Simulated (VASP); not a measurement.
```yaml
crystal:
  lattice:
    - [0.00000, 1.83176, 1.83176]
    - [1.83176, 0.00000, 1.83176]
    - [1.83176, 1.83176, 0.00000]
  atoms:
    - { symbol: Cu, position: [0.00000, 0.00000, 0.00000] }
```

Method: revPBE GGA, VASP's PBE PAW potentials (set 64) (plane waves; VASP 6.6.1). Settings: 520 eV cut-off, Gaussian smearing of 0.050 eV, potentials Cu.

Q: Give the energies of bands 1 to 7 at the high-symmetry points, in eV from the Fermi level.

A: 
```tsv
band	Γ	X	U	L	W
1	-9.08	-4.69	-4.14	-4.89	-3.98
2	-2.94	-4.25	-3.92	-2.97	-3.41
3	-2.94	-1.66	-2.69	-2.97	-3.41
4	-2.94	-1.50	-2.04	-1.64	-2.21
5	-2.17	-1.50	-1.69	-1.64	-1.50
6	-2.17	1.50	4.21	-0.93	6.02
7	22.20	6.81	5.55	3.54	6.02
```

It has no gap at this level: it comes out as a metal or semimetal.

The compound is Cu in the fcc structure. It was relaxed first.
